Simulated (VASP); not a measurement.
Write the native input for VASP 6.6.1 that does the following.

- Task: relaxation of cell and atoms
- Functional: PBE
- Potentials or basis: VASP PAW PBE potentials, release 64 (Al, Nb_sv, N)
- Cutoff: 520 eV
- k mesh: 5 × 5 × 2
- Occupations: gaussian, width 0.15 eV
- Spin: no spin polarisation
- Further INCAR settings: PREC = Normal; ALGO = Fast; EDIFF = 0.0001; IBRION = 2; EDIFFG = -0.08; NSW = 24; ISIF = 3

The structure of NbAl2N3 lies in POSCAR:

```
NbAl2N3
1.0
    3.5900728500      0.0000000000      0.0000000000
   -1.7950364300      3.1090942900      0.0000000000
    0.0000000000      0.0000000000      6.7094975000
Al Nb N
2 1 3
Direct
    0.6666666700      0.3333333300      0.2480740000
    0.6666666700      0.3333333300      0.7519260000
    0.0000000000      0.0000000000      0.0000000000
    0.0000000000      0.0000000000      0.5000000000
    0.3333333300      0.6666666700      0.0000000000
    0.3333333300      0.6666666700      0.5000000000
```

The cell was built by a generator and needn't be a form met in nature.

These files were run (other wordings do the same):

INCAR

```
ALGO     = Fast           # electronic algorithm
EDIFF    = 1E-4           # SCF threshold, eV
EDIFFG   = -0.08          # ionic threshold
ENCUT    = 520            # plane-wave cutoff, eV
GGA      = PE             # functional
IBRION   = 2              # ionic algorithm
ISIF     = 3              # what is computed and relaxed
ISMEAR   = 0              # smearing method
KPAR     = 2            
LASPH    = T              # aspherical terms in the spheres
LCHARG   = F              # write CHGCAR
LREAL    = F              # projectors in reciprocal space
LWAVE    = F              # write WAVECAR
NELM     = 60             # most SCF steps
NSW      = 24             # ionic steps
PREC     = Normal         # precision mode
SIGMA    = 0.15           # smearing width, eV
```

KPOINTS

```
k-points
0
Gamma
  5 5 2
```

Potentials or basis: VASP PAW PBE potentials, release 64 (Al, Nb_sv, N).

The run is started by

```console
$ cat potpaw_PBE.64/Al/POTCAR potpaw_PBE.64/Nb_sv/POTCAR potpaw_PBE.64/N/POTCAR > POTCAR
$ mpirun -np 2 vasp_std > vasp.out
```

It gave:

The relaxed volume is 12.45 Å³/atom. The relaxed cell is a = 3.444 Å, b = 3.444 Å, c = 7.269 Å, α = 90.00°, β = 90.00°, γ = 120.00°. The space group after relaxing (to 0.05 Å) is P-6m2 (No. 187), the energy gained by relaxing is 474.6 meV/atom and the ionic steps are 13. The pressure after relaxing is -0.3 GPa, the largest force after relaxing is 0.045 eV/Å and the band gap on the k mesh is none (metal or under the smearing width).

Caveat: the k mesh is coarse (spacing up to 0.47 Å⁻¹), so the values aren't converged; the relaxation stopped at a loose force limit of 0.08 eV/Å, so its end isn't a converged minimum.

Wall time 36 s on 2 MPI ranks on Intel(R) Xeon(R) Platinum 8488C (Sapphire Rapids), with other jobs on the host, peak memory 0.15 GiB a rank.
